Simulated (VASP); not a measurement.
Output of a VASP run:

File OSZICAR:
```
...
DAV:   3    -0.181883005185E+02    0.13719E+01   -0.15152E+00  3380   0.251E+01    0.218E+00
DAV:   4    -0.180673556321E+02    0.12094E+00   -0.13030E-01  3144   0.542E+00    0.870E-01
DAV:   5    -0.180643057216E+02    0.30499E-02   -0.44751E-03  3028   0.938E-01    0.336E-01
DAV:   6    -0.180636306593E+02    0.67506E-03   -0.73549E-04  2794   0.298E-01    0.746E-02
DAV:   7    -0.180636275697E+02    0.30896E-05   -0.40572E-05  3068   0.468E-02    0.172E-02
DAV:   8    -0.180636256252E+02    0.19445E-05   -0.96162E-06  2682   0.675E-02    0.465E-03
DAV:   9    -0.180636257022E+02   -0.76973E-07   -0.48555E-07  1712   0.581E-03
   2 F= -.83450879E+01 E0= -.83451145E+01  d E =0.174994E+00
       N       E                     dE             d eps       ncg     rms          rms(c)
DAV:   1    -0.215380711585E+02   -0.34744E+01   -0.37712E+01  3124   0.145E+02    0.885E+00
DAV:   2    -0.198302097073E+02    0.17079E+01   -0.24249E+00  3118   0.312E+01    0.461E+00
DAV:   3    -0.192616681469E+02    0.56854E+00   -0.10447E+00  3354   0.190E+01    0.860E-01
DAV:   4    -0.192288660227E+02    0.32802E-01   -0.74373E-02  2936   0.513E+00    0.443E-01
DAV:   5    -0.192247397990E+02    0.41262E-02   -0.33858E-03  2736   0.726E-01    0.180E-01
DAV:   6    -0.192246180294E+02    0.12177E-03   -0.50452E-04  3044   0.436E-01    0.581E-02
DAV:   7    -0.192246153051E+02    0.27244E-05   -0.61440E-05  3068   0.158E-01    0.174E-02
DAV:   8    -0.192246102178E+02    0.50873E-05   -0.62231E-06  2766   0.371E-02    0.246E-03
DAV:   9    -0.192246103044E+02   -0.86604E-07   -0.13422E-07  1400   0.434E-03
   3 F= -.86198600E+01 E0= -.86193419E+01  d E =-.997780E-01
       N       E                     dE             d eps       ncg     rms          rms(c)
DAV:   1    -0.192138338173E+02    0.10776E-01   -0.50144E-03  3094   0.145E+00    0.111E-01
DAV:   2    -0.192135770099E+02    0.25681E-03   -0.37465E-04  3032   0.424E-01    0.559E-02
DAV:   3    -0.192134958590E+02    0.81151E-04   -0.13003E-04  3382   0.219E-01    0.129E-02
DAV:   4    -0.192134914545E+02    0.44045E-05   -0.10014E-05  2952   0.599E-02    0.570E-03
DAV:   5    -0.192134915078E+02   -0.53318E-07   -0.27115E-07  1328   0.688E-03
   4 F= -.86199116E+01 E0= -.86193877E+01  d E =-.998296E-01
       N       E                     dE             d eps       ncg     rms          rms(c)
DAV:   1    -0.192138434967E+02   -0.35204E-03   -0.31322E-02  2992   0.166E+00    0.254E-01
DAV:   2    -0.192128735929E+02    0.96990E-03   -0.15108E-03  3078   0.656E-01    0.155E-01
DAV:   3    -0.192123499832E+02    0.52361E-03   -0.83534E-04  4048   0.485E-01    0.142E-02
DAV:   4    -0.192123539169E+02   -0.39337E-05   -0.11697E-04  2668   0.106E-01    0.944E-03
DAV:   5    -0.192123539035E+02    0.13398E-07   -0.36120E-06  2656   0.276E-02
   5 F= -.86204411E+01 E0= -.86199423E+01  d E =-.529496E-03
       N       E                     dE             d eps       ncg     rms          rms(c)
DAV:   1    -0.192126227973E+02   -0.26888E-03   -0.41399E-02  2986   0.191E+00    0.292E-01
DAV:   2    -0.192113439566E+02    0.12788E-02   -0.20089E-03  3040   0.736E-01    0.178E-01
DAV:   3    -0.192106568441E+02    0.68711E-03   -0.11194E-03  4010   0.547E-01    0.166E-02
DAV:   4    -0.192106613117E+02   -0.44676E-05   -0.15183E-04  2702   0.121E-01    0.109E-02
DAV:   5    -0.192106612790E+02    0.32751E-07   -0.47277E-06  2758   0.332E-02
   6 F= -.86207643E+01 E0= -.86201320E+01  d E =-.852702E-03
```

**OUTCAR**
```
------------------------ aborting loop because EDIFF is reached ----------------------------------------
  FORCE on cell =-STRESS in cart. coord.  units (eV):
  Direction    XX          YY          ZZ          XY          YZ          ZX
  --------------------------------------------------------------------------------------
  Total       10.5448883     10.5448876     10.6458785      0.0000000      0.0000000     -0.0000000
  in kB      298.7249521    298.7249348    301.5858924      0.0000000      0.0000000     -0.0000000
  external PRESSURE =      -0.3214069 kB  Pullay stress =     300.0000000 kB
  volume of cell :       56.56
      direct lattice vectors                 reciprocal lattice vectors
     3.432777861  0.000000000 -0.000000000     0.291309266  0.168187488 -0.000000000
    -1.716388930  2.972872747  0.000000000    -0.000000000  0.336374976  0.000000000
     0.000000000  0.000000000  5.541904579     0.000000000 -0.000000000  0.180443381
 POSITION                                       TOTAL-FORCE (eV/Angst)
 -----------------------------------------------------------------------------------
      0.00000      0.00000      0.00000        -0.000000     -0.000000      0.000000
      0.00000      0.00000      2.77095        -0.000000     -0.000000      0.000000
     -0.00000      1.98192      1.38548        -0.000000     -0.000000      0.000000
      1.71639      0.99096      4.15643         0.000000      0.000000     -0.000000
 -----------------------------------------------------------------------------------
    total drift:                               -0.000000      0.000000      0.000000
  FREE ENERGIE OF THE ION-ELECTRON SYSTEM (eV)
  ---------------------------------------------------
  free  energy   TOTEN  =       -19.2106612790 eV

  energy  without entropy=      -19.2087644514  energy(sigma->0) =      -19.21002900
  enthalpy is  TOTEN    =        -8.6207642699 eV   P V=       10.5898970090

 reached required accuracy - stopping structural energy minimisation
```
(Selected blocks of OUTCAR.)

**POSCAR**
```
SiGe
1
    3.5033750135     0.0000000000    -0.0000000000
   -1.7516875067     3.0340117053     0.0000000000
   -0.0000000000     0.0000000000     5.6139464363
Si Ge
2 2
Direct
  0.0000000000   1.0000000000   0.0000000000
  0.0000000000   1.0000000000   0.5000000000
  0.3333330000   0.6666670000   0.2500000000
  0.6666670000   0.3333330000   0.7500000000
```

### Question
Reconstruct the remaining input files.

### Answer
Several could match; the one computed here: the input of the run itself, PBEsol GGA, plane waves, VASP's PBE PAW potentials (set 64).

### INCAR
```
# general
SYSTEM  = SiGe
PREC    = Accurate
ENCUT   = 500
LREAL   = .False.
LASPH   = .True.

# electronic loop
EDIFF   = 1E-6
NELM    = 100
ALGO    = Normal
LMAXMIX = 4

# smearing
ISMEAR  = 1
SIGMA   = 0.1

# functional
GGA     = PS

# ions
IBRION  = 2
NSW     = 40
ISIF    = 3
EDIFFG  = -0.02
PSTRESS = 300

# output
LWAVE   = .False.
LCHARG  = .False.
```

File KPOINTS:
```
Automatic mesh
0
Gamma
10 10 6
0 0 0
```

POTCAR, in this order: Si Ge_d (PBE.64 set). Program: vasp_std.

Energy and stress use the plane-wave basis of the starting cell.

The structure was generated: SiGe was put into the NiAs type type (P6_3/mmc), which need not be its known phase. This run relaxes it under an external pressure of 30 GPa. Symmetry was kept, so distortions that lower it aren't found.
